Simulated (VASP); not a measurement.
Write the native input for VASP 6.6.1 that does the following.

- Task: relaxation of cell and atoms
- Functional: PBEsol
- Potentials or basis: VASP PAW PBE potentials, release 64 (K_sv)
- Cutoff: 600 eV
- k mesh: 10 × 10 × 10
- Occupations: methfessel-paxton, width 0.1 eV
- Spin: no spin polarisation
- Further INCAR settings: ALGO = Normal; EDIFF = 1e-07; IBRION = 2; EDIFFG = -0.005; NSW = 90; ISIF = 3

The structure of K lies in POSCAR:

```
K                                       
1.0
   -2.6125000000      2.6125000000      2.6125000000
    2.6125000000     -2.6125000000      2.6125000000
    2.6125000000      2.6125000000     -2.6125000000
  K             
     1
Direct
     0.0000000000000000    0.0000000000000000    0.0000000000000000
```

One way to write it, as run:

INCAR

```
SYSTEM = K
ALGO = Normal ; EDIFF = 1E-7
EDIFFG = -0.005 ; ENCUT = 600
GGA = PS ; IBRION = 2
ISIF = 3 ; ISMEAR = 1
LASPH = .TRUE. ; LCHARG = .FALSE.
LREAL = .FALSE. ; LWAVE = .FALSE.
NELM = 80 ; NSW = 90
PREC = Accurate ; SIGMA = 0.1
```

KPOINTS

```
k-points
0
G
  10 10 10
  0 0 0
```

Potentials or basis: VASP PAW PBE potentials, release 64 (K_sv).

Command:

```bash
$ cat potpaw_PBE.64/K_sv/POTCAR > POTCAR
$ mpirun -np 1 vasp_std > vasp.out
```

Results of the run:

| Property | Result |
| --- | --- |
| Relaxed volume | 71.01 Å³/atom |
| Relaxed cell | a = 4.518 Å, b = 4.518 Å, c = 4.518 Å, α = 109.47°, β = 109.47°, γ = 109.47° |
| Space group after relaxing (to 0.05 Å) | Im-3m (No. 229) |
| Energy gained by relaxing | 0.0 meV/atom |
| Ionic steps | 3 |
| Pressure after relaxing | 0.0 GPa |
| Band gap on the k mesh | none (metal or under the smearing width) |

Caveat: the PAW data sets were made with another functional, which shifts forces and pressure a little.

It took 34 s on 1 thread of Intel(R) Xeon(R) 6975P-C (Granite Rapids), with other jobs on the host, peak memory 0.22 GiB.
